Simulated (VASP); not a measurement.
Crystal: CaCd2Ga2.

```
Cd Ca Ga
1.0
     2.16628    3.75210    0.00000
    -2.16628    3.75210    0.00000
     0.00000    0.00000    7.12232
Cd Ca Ga
2 1 2
Direct
  0.33330 0.33340 0.63690
  0.66670 0.66660 0.36310
  0.00000 0.00000 0.00000
  0.33330 0.33340 0.24050
  0.66670 0.66660 0.75950
```

The cell was built by a generator and needn't be a form met in nature.

- Program: VASP 6.6.1
- Task: relaxation of cell and atoms
- Functional: PBE
- Potentials or basis: VASP PAW PBE potentials, release 64 (Cd, Ca_sv, Ga_d)
- Cutoff: 600 eV
- k mesh: 5 × 5 × 3
- Occupations: fermi-dirac, width 0.1 eV
- Spin: no spin polarisation

At the start: pressure 5.0 GPa; volume 23.16 Å³/atom.

Task: Where does the relaxation end?

Result: Over 17 steps the energy falls by 48.0 meV/atom and the volume is 25.71 Å³/atom (+11.0 %); space group P-3m1 (No. 164, to 0.05 Å).

The path:
```csv
step,energy change (eV),largest force (eV/Å),pressure (GPa),volume (Å³)
1,0.0000,0.0987,5.00,115.78
2,-0.2077,0.1342,-0.10,128.29
3,-0.2079,0.1361,-0.23,128.77
4,-0.2158,0.0970,-0.12,128.38
5,-0.2195,0.1568,0.04,127.91
6,-0.2225,0.1381,0.02,127.97
7,-0.2295,0.0890,-0.02,128.12
8,-0.2367,0.0537,-0.08,128.41
9,-0.2379,0.0666,-0.11,128.56
10,-0.2382,0.0246,0.32,127.20
11,-0.2390,0.0245,0.12,127.82
12,-0.2393,0.0301,-0.06,128.55
13,-0.2394,0.0220,-0.01,128.30
14,-0.2399,0.0104,-0.05,128.61
15,-0.2400,0.0130,-0.08,128.81
16,-0.2397,0.0067,0.18,128.08
17,-0.2401,0.0058,0.01,128.56
```

Final structure:
```xyz
5
Lattice="2.3052 3.9927 0.0000 -2.3049 3.9925 0.0003 -0.0004 0.0002 6.9843" Properties=species:S:1:pos:R:3 pbc="T T T"
Cd   -0.0003    2.6619    4.6047
Cd    0.0001    5.3235    2.3799
Ca   -2.3053    3.9928    6.9846
Ga   -0.0002    2.6619    1.7571
Ga    0.0000    5.3236    5.2275
```
